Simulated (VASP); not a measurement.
# How strain moves the gap of ScF3, part 4 of 4

Aim: follow the gap and pressure of ScF3 through compression, expansion and shear. All runs use LDA. The start is a cell from a database of measured crystal structures.

VASP 6.6.1; LDA; plane waves and PAW (Sc_sv, F).

So far, least gap on mesh and path (eV): step 3 (bands, cell as listed) 6.18; step 4 (cell volume +4.0 %) 5.98; step 5 (cell volume +8.0 %) 5.79; step 6 (bands, sheared, principal strains -1.9, -0.1, +2.1 %) 6.09; step 7 (cell volume -4.0 %) 6.39.

### Step 8. Bands, volume times 0.92

The cell is scaled evenly once more. A prediction first. A parabola through the 4 pressures of evenly scaled cells so far, P = -2.29 -97.0 t +205 t² GPa with t = ln(V/V₁) and V₁ the volume at scale 1, gives 7.22 GPa at t = -0.0834. A straight line through the gaps, 6.183 -5.08 t eV, gives 6.61 eV.

INCAR

```
SYSTEM = ScF3
PREC = Accurate
ENCUT = 520
EDIFF = 1E-06
NELM = 100
ISMEAR = -1
SIGMA = 0.05
LREAL = .FALSE.
ALGO = Normal
GGA = CA
NBANDS = 30
LASPH = .TRUE.
LORBIT = 11
LWAVE = .FALSE.
LCHARG = .FALSE.
KPAR = 4
```

POSCAR

```
ScF3
1.0
    3.9024640358      0.0000000000      0.0000000000
    0.0000000000      3.9024640358      0.0000000000
    0.0000000000      0.0000000000      3.9024640358
Sc F
1 3
Direct
    0.0000000000      0.0000000000      0.0000000000
    0.5000000000      0.0000000000      0.0000000000
    0.0000000000      0.5000000000      0.0000000000
    0.0000000000      0.0000000000      0.5000000000
```

KPOINTS

```
Automatic mesh
0
Gamma
6 6 6
0 0 0
```

KPOINTS_OPT

```
Line mode
16
Line-mode
Reciprocal
  0.00000000   0.00000000   0.00000000 GAMMA
  0.00000000   0.50000000   0.00000000 X

  0.00000000   0.50000000   0.00000000 X
  0.50000000   0.50000000   0.00000000 M

  0.50000000   0.50000000   0.00000000 M
  0.00000000   0.00000000   0.00000000 GAMMA

  0.00000000   0.00000000   0.00000000 GAMMA
  0.50000000   0.50000000   0.50000000 R

  0.50000000   0.50000000   0.50000000 R
  0.00000000   0.50000000   0.00000000 X

  0.50000000   0.50000000   0.00000000 M
  0.50000000   0.50000000   0.50000000 R
```

PAW data sets: Sc_sv and F (LDA family, release 64).

Launch:

```console
$ mpirun -np 4 vasp_std
```

Output:

```text
[... set-up lines as in an earlier step ...]
 entering main loop
       N       E                     dE             d eps       ncg     rms          rms(c)
DAV:   1     0.375844508841E+03    0.37584E+03   -0.14751E+04  1232   0.113E+03
DAV:   2    -0.178357905930E+00   -0.37602E+03   -0.33903E+03  1268   0.370E+02
DAV:   3    -0.329050122771E+02   -0.32727E+02   -0.32105E+02  1642   0.123E+02
DAV:   4    -0.336950916253E+02   -0.79008E+00   -0.78911E+00  1488   0.197E+01
DAV:   5    -0.337105207452E+02   -0.15429E-01   -0.15427E-01  1530   0.244E+00    0.188E+01
DAV:   6    -0.296388239632E+02    0.40717E+01   -0.77232E+00  1820   0.381E+01    0.905E+00
DAV:   7    -0.295487827857E+02    0.90041E-01   -0.62526E-01  1584   0.488E+00    0.513E+00
DAV:   8    -0.295020457956E+02    0.46737E-01   -0.13038E-01  1858   0.389E+00    0.628E-01
DAV:   9    -0.295039186297E+02   -0.18728E-02   -0.69800E-02  1504   0.181E+00    0.924E-01
DAV:  10    -0.294979836157E+02    0.59350E-02   -0.16750E-02  1646   0.990E-01    0.115E-01
DAV:  11    -0.294981938607E+02   -0.21025E-03   -0.60060E-04  1588   0.378E-01    0.107E-01
DAV:  12    -0.294981358799E+02    0.57981E-04   -0.11278E-04  1542   0.235E-01    0.111E-02
DAV:  13    -0.294981357356E+02    0.14429E-06   -0.12168E-05  1576   0.285E-02    0.708E-03
DAV:  14    -0.294981354353E+02    0.30032E-06   -0.20034E-06  1288   0.222E-02
   1 F= -.29498135E+02 E0= -.29498135E+02  d E =-.117970E-11
 Start KPOINTS_OPT (optional k-point list driver)
k-point batch [1-20\96]
       N       E                     dE             ncg
DAV:   1    -0.187191808590E+04   -0.10850E+05     1224
DAV:   2    -0.899319646857E+04   -0.71213E+04     1232
DAV:   3    -0.962979109170E+04   -0.63659E+03     1570
DAV:   4    -0.964549242545E+04   -0.15701E+02     1398
DAV:   5    -0.964582251463E+04   -0.33009E+00     1546
DAV:   6    -0.964583343678E+04   -0.10922E-01     1560
DAV:   7    -0.964583355534E+04   -0.11856E-03     1494
DAV:   8    -0.964583356060E+04   -0.52647E-05      964
DAV:   9    -0.964583356092E+04   -0.31959E-06      968
[...]
k-point batch [81-96\96]
       N       E                     dE             ncg
DAV:   1     0.130573737362E+04   -0.20955E+05     1000
DAV:   2    -0.422023664751E+04   -0.55260E+04     1014
DAV:   3    -0.468312502236E+04   -0.46289E+03     1220
DAV:   4    -0.469514700242E+04   -0.12022E+02     1116
DAV:   5    -0.469538230623E+04   -0.23530E+00     1190
DAV:   6    -0.469539117938E+04   -0.88732E-02     1246
DAV:   7    -0.469539125360E+04   -0.74217E-04     1126
DAV:   8    -0.469539125643E+04   -0.28313E-05      714
DAV:   9    -0.469539125659E+04   -0.15984E-06      722
```

Run time: 13 s. Hardware: 4 MPI ranks of Intel Xeon 6975P-C (Granite Rapids), shared host; peak memory 0.69 GiB; 49 s of CPU time.

OUTCAR, selected parts (step 8):

```text
   ENCUT  =  520.0 eV  38.22 Ry    6.18 a.u.   7.26  7.26  7.26*2*pi/ulx,y,z

   NELECT =      32.0000    total number of electrons

 E-fermi :  -2.1515

 k-point     1 :       0.0000    0.0000    0.0000
  band No.  band energies     occupation
    ...
     12      -4.1345      2.00000
     13      -4.1345      2.00000
     14      -3.9919      2.00000
     15      -3.9919      2.00000
     16      -3.9919      2.00000
     17       3.1322      0.00000
     18       3.1322      0.00000
     19       3.1322      0.00000
     20       4.3328      0.00000
     21       5.2841      0.00000
    ...

  Total        2.7576584      2.7576584      2.7576584     -0.0000000     -0.0000000      0.0000000
  in kB       74.3420140     74.3420140     74.3420140     -0.0000000     -0.0000000      0.0000000
  external PRESSURE =      74.3420140 kB  Pullay stress =       0.0000000 kB

 POSITION                                       TOTAL-FORCE (eV/Angst)
 -----------------------------------------------------------------------------------
      0.00000      0.00000      0.00000         0.000000      0.000000      0.000000
      1.95123      0.00000      0.00000         0.000000      0.000000      0.000000
      0.00000      1.95123      0.00000         0.000000      0.000000      0.000000
      0.00000      0.00000      1.95123         0.000000      0.000000      0.000000
 -----------------------------------------------------------------------------------
    total drift:                                0.000000      0.000000      0.000000

  FREE ENERGIE OF THE ION-ELECTRON SYSTEM (eV)
  ---------------------------------------------------
  free  energy   TOTEN  =       -29.4981354353 eV

  energy  without entropy=      -29.4981354353  energy(sigma->0) =      -29.49813544

[... 4 parts as in an earlier step ...]

[... 12 further parts left out ...]
```

Numbers from this step:

| Property | Result |
| --- | --- |
| free energy (TOTEN) | -29.50 eV |
| Fermi energy | -2.151 eV |
| pressure | 7.434 GPa |
| least gap on mesh and path | 6.597 eV |
| least direct gap on mesh and path | 7.124 eV |

The electronic bands at the labelled points (eV, zero at the valence-band top; v1 is the highest filled band, c1 the lowest empty one):

| point | v4 | v3 | v2 | v1 | c1 | c2 | c3 | c4 |
| --- | --- | --- | --- | --- | --- | --- | --- | --- |
| Γ | -0.67 | -0.53 | -0.53 | -0.53 | 6.60 | 6.60 | 6.60 | 7.80 |
| 0.47 of the way | -0.90 | -0.74 | -0.56 | -0.56 | 6.62 | 7.09 | 7.09 | 8.51 |
| X | -1.35 | -0.82 | -0.57 | -0.57 | 6.65 | 7.69 | 7.69 | 8.78 |
| 0.47 of the way | -1.12 | -0.91 | -0.81 | -0.33 | 7.14 | 7.71 | 8.04 | 9.27 |
| M | -1.17 | -1.09 | -1.09 | -0.01 | 7.74 | 7.74 | 8.49 | 9.53 |
| 0.47 of the way | -0.98 | -0.95 | -0.80 | -0.37 | 7.21 | 7.24 | 7.69 | 9.16 |
| Γ | -0.67 | -0.53 | -0.53 | -0.53 | 6.60 | 6.60 | 6.60 | 7.80 |
| 0.53 of the way | -1.87 | -0.44 | -0.44 | -0.31 | 7.68 | 7.74 | 7.74 | 10.29 |
| R | -2.62 | 0.00 | 0.00 | 0.00 | 8.55 | 8.55 | 8.55 | 11.63 |
| 0.53 of the way | -1.67 | -0.48 | -0.44 | -0.27 | 7.54 | 8.04 | 8.08 | 10.18 |
| X | -1.35 | -0.82 | -0.57 | -0.57 | 6.65 | 7.69 | 7.69 | 8.78 |
| jump to M | -1.17 | -1.09 | -1.09 | -0.01 | 7.74 | 7.74 | 8.49 | 9.53 |
| 0.47 of the way | -2.15 | -0.35 | -0.35 | 0.00 | 8.08 | 8.08 | 8.51 | 10.63 |
| R | -2.62 | 0.00 | 0.00 | 0.00 | 8.55 | 8.55 | 8.55 | 11.63 |

Of the projections kept (Sc, F), the largest for each band there; the rest of the weight can lie on other orbitals:

| point | v4 | v3 | v2 | v1 | c1 | c2 | c3 | c4 |
| --- | --- | --- | --- | --- | --- | --- | --- | --- |
| Γ | F 1.00 | F 0.97 | F 0.97 | F 0.97 | Sc 1.00 | Sc 1.00 | Sc 1.00 | F 0.63 |
| X | F 0.91 | F 1.00 | F 0.98 | F 0.98 | Sc 1.00 | Sc 0.89 | Sc 0.89 | Sc 0.96 |
| M | F 0.86 | F 0.99 | F 0.99 | F 1.00 | Sc 0.89 | Sc 0.89 | Sc 0.84 | Sc 0.92 |
| Γ | F 1.00 | F 0.97 | F 0.97 | F 0.97 | Sc 1.00 | Sc 1.00 | Sc 1.00 | F 0.63 |
| R | F 0.87 | F 1.00 | F 1.00 | F 1.00 | Sc 0.86 | Sc 0.86 | Sc 0.86 | - |
| X | F 0.91 | F 1.00 | F 0.98 | F 0.98 | Sc 1.00 | Sc 0.89 | Sc 0.89 | Sc 0.96 |

The gap is 6.60 eV, indirect, from R to Γ. That is +0.41 eV from the cell as listed. The pressure is 7.43 GPa. The parabola predicted 7.22 GPa, -0.22 GPa off. The line predicted a gap of 6.61 eV, +0.01 eV off.

### Step 9. Bands, atoms displaced by up to 0.12 Å

The atoms are moved off their sites at random, as a crude picture of disorder.

INCAR is that of step 8.

POSCAR

```
ScF3
1.0
    4.0124500000      0.0000000000      0.0000000000
    0.0000000000      4.0124500000      0.0000000000
    0.0000000000      0.0000000000      4.0124500000
Sc F
1 3
Direct
   -0.0064240000     -0.0059770000      0.0215370000
    0.5045270000     -0.0009610000      0.0116250000
    0.0167040000      0.5031160000     -0.0256650000
   -0.0029230000      0.0032380000      0.4988080000
```

KPOINTS is that of step 8.

KPOINTS_OPT is that of step 8.

Launch:

```console
$ mpirun -np 4 vasp_std
```

Output:

```text
[... set-up lines as in an earlier step ...]
 entering main loop
       N       E                     dE             d eps       ncg     rms          rms(c)
DAV:   1     0.378445087178E+03    0.37845E+03   -0.14654E+04  6808   0.111E+03
DAV:   2     0.786740242943E+00   -0.37766E+03   -0.34129E+03  7330   0.364E+02
DAV:   3    -0.330301341514E+02   -0.33817E+02   -0.33169E+02  9148   0.124E+02
DAV:   4    -0.339468803160E+02   -0.91675E+00   -0.91567E+00  8472   0.210E+01
DAV:   5    -0.339676102529E+02   -0.20730E-01   -0.20729E-01  8350   0.284E+00    0.166E+01
DAV:   6    -0.296947572976E+02    0.42729E+01   -0.80636E+00 10514   0.393E+01    0.757E+00
DAV:   7    -0.295735431072E+02    0.12121E+00   -0.67142E-01  8708   0.514E+00    0.431E+00
DAV:   8    -0.295154615380E+02    0.58082E-01   -0.16306E-01 10632   0.451E+00    0.620E-01
DAV:   9    -0.295169165033E+02   -0.14550E-02   -0.76289E-02  8894   0.202E+00    0.930E-01
DAV:  10    -0.295109896094E+02    0.59269E-02   -0.16192E-02  8838   0.835E-01    0.127E-01
DAV:  11    -0.295111806667E+02   -0.19106E-03   -0.69997E-04  9534   0.334E-01    0.866E-02
DAV:  12    -0.295111491083E+02    0.31558E-04   -0.78418E-05  8600   0.168E-01    0.833E-03
DAV:  13    -0.295111499706E+02   -0.86232E-06   -0.49608E-06  7602   0.186E-02
   1 F= -.29511150E+02 E0= -.29511150E+02  d E =-.194427E-10
 Start KPOINTS_OPT (optional k-point list driver)
k-point batch [1-96\96]
       N       E                     dE             ncg
DAV:   1    -0.103610128665E+05   -0.87094E+05     5848
DAV:   2    -0.439439445327E+05   -0.33583E+05     6008
DAV:   3    -0.470742491408E+05   -0.31303E+04     7378
DAV:   4    -0.471658121549E+05   -0.91563E+02     6670
DAV:   5    -0.471682806630E+05   -0.24685E+01     7452
DAV:   6    -0.471683640341E+05   -0.83371E-01     7364
DAV:   7    -0.471683652331E+05   -0.11990E-02     7160
DAV:   8    -0.471683652771E+05   -0.43974E-04     4584
DAV:   9    -0.471683652796E+05   -0.24580E-05     4628
DAV:  10    -0.471683652799E+05   -0.29148E-06     3870
```

Wall time 28 s (4 MPI ranks); peak memory 1.5 GiB; 1.8 min of CPU time.

Parts of OUTCAR (step 9):

```text
   NELECT =      32.0000    total number of electrons

 E-fermi :  -2.6880

 k-point     1 :       0.0000    0.0000    0.0000
  band No.  band energies     occupation
    ...
     12      -4.5025      2.00000
     13      -4.4517      2.00000
     14      -4.4400      2.00000
     15      -4.4292      2.00000
     16      -4.3718      2.00000
     17       2.3854      0.00000
     18       2.4123      0.00000
     19       2.5705      0.00000
     20       3.7154      0.00000
     21       4.1570      0.00000
    ...

  Total       -0.7371199     -1.2494633     -0.2201640     -0.0237991      0.0747898      0.0613655
  in kB      -18.2818353    -30.9888300     -5.4604455     -0.5902575      1.8549161      1.5219691
  external PRESSURE =     -18.2437036 kB  Pullay stress =       0.0000000 kB

 POSITION                                       TOTAL-FORCE (eV/Angst)
 -----------------------------------------------------------------------------------
      3.98667      3.98847      0.08642         0.433741      0.305008     -0.958850
      2.02439      4.00859      0.04664        -0.360834      0.012844     -0.016516
      0.06702      2.01873      3.90947        -0.089989     -0.315898      0.187249
      4.00072      0.01299      2.00144         0.017083     -0.001954      0.788116
 -----------------------------------------------------------------------------------
    total drift:                                0.000773      0.001626     -0.001271

  FREE ENERGIE OF THE ION-ELECTRON SYSTEM (eV)
  ---------------------------------------------------
  free  energy   TOTEN  =       -29.5111499706 eV

  energy  without entropy=      -29.5111499706  energy(sigma->0) =      -29.51114997

[... 5 parts as in an earlier step ...]

[... 12 further parts left out ...]
```

This step gave:

```yaml
scf_cycles: 13
irreducible_k_points: 112
symmetry_operations: 1
free_energy_toten: -29.51 eV
fermi_energy: -2.688 eV
pressure: -1.824 GPa
least_gap_on_mesh_and_path: 6.223 eV
least_direct_gap_on_mesh_and_path: 6.757 eV
```

Electronic bands along the path, in eV, zero at the valence-band top; v1 is the highest filled band, c1 the lowest empty one:

| point | v4 | v3 | v2 | v1 | c1 | c2 | c3 | c4 |
| --- | --- | --- | --- | --- | --- | --- | --- | --- |
| Γ | -0.61 | -0.60 | -0.59 | -0.53 | 6.22 | 6.25 | 6.41 | 7.55 |
| 0.53 of the way | -0.81 | -0.71 | -0.64 | -0.60 | 6.26 | 6.69 | 6.71 | 8.03 |
| X | -1.09 | -0.77 | -0.64 | -0.59 | 6.28 | 7.04 | 7.10 | 8.03 |
| 0.53 of the way | -1.05 | -1.00 | -0.79 | -0.22 | 6.77 | 7.08 | 7.45 | 8.47 |
| M | -1.10 | -1.03 | -0.97 | -0.01 | 7.10 | 7.17 | 7.76 | 8.60 |
| 0.47 of the way | -0.95 | -0.84 | -0.76 | -0.33 | 6.71 | 6.76 | 7.12 | 8.41 |
| Γ | -0.61 | -0.60 | -0.59 | -0.53 | 6.22 | 6.25 | 6.41 | 7.55 |
| 0.47 of the way | -1.32 | -0.52 | -0.46 | -0.36 | 6.92 | 6.98 | 7.05 | 9.17 |
| R | -2.27 | -0.05 | -0.03 | 0.00 | 7.76 | 7.82 | 7.87 | 10.50 |
| 0.53 of the way | -1.54 | -0.47 | -0.39 | -0.25 | 7.02 | 7.35 | 7.40 | 9.27 |
| X | -1.09 | -0.77 | -0.64 | -0.59 | 6.28 | 7.04 | 7.10 | 8.03 |
| jump to M | -1.10 | -1.03 | -0.97 | -0.01 | 7.10 | 7.17 | 7.76 | 8.60 |
| 0.47 of the way | -1.88 | -0.36 | -0.33 | -0.01 | 7.39 | 7.47 | 7.78 | 9.58 |
| R | -2.27 | -0.05 | -0.03 | 0.00 | 7.76 | 7.82 | 7.87 | 10.50 |

Of the projections kept (Sc, F), the largest for each band there; the rest of the weight can lie on other orbitals:

| point | v4 | v3 | v2 | v1 | c1 | c2 | c3 | c4 |
| --- | --- | --- | --- | --- | --- | --- | --- | --- |
| Γ | F 0.99 | F 0.98 | F 0.97 | F 0.99 | Sc 1.00 | Sc 0.99 | Sc 0.98 | F 0.51 |
| X | F 0.93 | F 0.99 | F 0.98 | F 0.99 | Sc 0.99 | Sc 0.90 | Sc 0.90 | Sc 0.96 |
| M | F 0.97 | F 0.93 | F 0.98 | F 1.00 | Sc 0.90 | Sc 0.90 | Sc 0.85 | Sc 0.93 |
| Γ | F 0.99 | F 0.98 | F 0.97 | F 0.99 | Sc 1.00 | Sc 0.99 | Sc 0.98 | F 0.51 |
| R | F 0.88 | F 1.00 | F 1.00 | F 1.00 | Sc 0.87 | Sc 0.87 | Sc 0.87 | Sc 0.80 |
| X | F 0.93 | F 0.99 | F 0.98 | F 0.99 | Sc 0.99 | Sc 0.90 | Sc 0.90 | Sc 0.96 |

Force by atom:

| atom | x (eV/Å) | y (eV/Å) | z (eV/Å) | size |
| --- | --- | --- | --- | --- |
| Sc1 | 0.43 | 0.31 | -0.96 | 1.10 |
| F2 | -0.36 | 0.01 | -0.02 | 0.36 |
| F3 | -0.09 | -0.32 | 0.19 | 0.38 |
| F4 | 0.02 | 0.00 | 0.79 | 0.79 |

The gap is 6.22 eV, indirect, from R to Γ. That is +0.04 eV from the cell as listed. The pressure is -1.82 GPa, and the symmetry operations fall from 48 to 1.

### Step 10. The runs together

```
                                         cell   mesh  pressure (GPa)  gap (eV)  direct gap (eV)
                               cell as listed  6×6×6           -2.31     6.185            6.716
                            volume times 1.04  6×6×6           -5.77     5.985            6.509
                            volume times 1.08  6×6×6           -8.55     5.790            6.304
sheared, principal strains -1.9, -0.1, +2.1 %  6×6×6           -2.20     6.086            6.568
                            volume times 0.96  6×6×6            2.01     6.388            6.921
                            volume times 0.92  6×6×6            7.43     6.597            7.124
              atoms displaced by up to 0.12 Å  6×6×6           -1.82     6.223            6.757
```

### Step 11. Outcome

```yaml
gap_cell_as_listed: 6.185 eV
gap_volume_times_1p04: 5.985 eV
gap_volume_times_1p08: 5.790 eV
gap_sheared_principal_strains_minus_1p9_minus_0p1_plus_2p1: 6.086 eV
gap_volume_times_0p96: 6.388 eV
gap_volume_times_0p92: 6.597 eV
gap_atoms_displaced_by_up_to_0p12_a: 6.223 eV
bulk_modulus_at_the_listed_volume_shape_and_positions_held: 98.0 GPa
volume_deformation_potential_of_the_gap: -5.04 eV
```

What this shows: At the listed volume the gap of ScF3 changes by -5.04 eV per unit of ln V, its volume deformation potential under even scaling; divided by the bulk modulus that is +51 meV/GPa. The slope of pressure against ln V at the listed volume gives a bulk modulus of 98.0 GPa at fixed shape and positions. With sheared, principal strains -1.9, -0.1, +2.1 %, the least gap on mesh and path moves by -0.10 eV. With atoms displaced by up to 0.12 Å, the least gap on mesh and path moves by +0.04 eV. Semilocal functionals usually underestimate gaps.

[Lines on the potential files, build, host, timing and source positions are cut from VASP's logs without a mark.]

[Logs are printed without paths, hosts, clocks, repeated set-up lines and the standing remarks that a program may print on its own settings, such as how far it seeks lower states.]

[Hosts, paths, dates, database ids (printed as entryN), source tags and the programs' standing remarks are cut or masked in the printed files.]

[A measured line is paired with the nearest computed mode of its activity, which favours agreement.]
